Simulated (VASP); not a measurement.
```
FeSi
1.0
    4.44682     0.00000     0.00000
    0.00000     4.44682     0.00000
    0.00000     0.00000     4.44682
Fe Si
4 4
Cartesian
  3.83934   2.83089   1.61593
  1.61593   3.83934   2.83089
  0.60748   0.60748   0.60748
  2.83089   1.61593   3.83934
  0.70734   1.51607   2.93075
  2.93075   0.70734   1.51607
  3.73948   3.73948   3.73948
  1.51607   2.93075   0.70734
```

Calculation: PBE GGA, VASP's PBE PAW potentials (set 64) (plane waves; VASP 6.6.1). Numerical set-up: 500 eV cut-off, 5×5×5 Γ-centred mesh, Gaussian smearing of 0.050 eV, potentials Fe Si.

Question: What does the run give for the energy per atom (σ→0)?

Answer: 
The energy per atom (σ→0) comes out as -7.348 eV/atom.

Only differences to runs with the same potentials and settings are physical.

The compound is FeSi in the B20 structure. It was relaxed first. The run is not spin-polarised, so no magnetic state was tried.
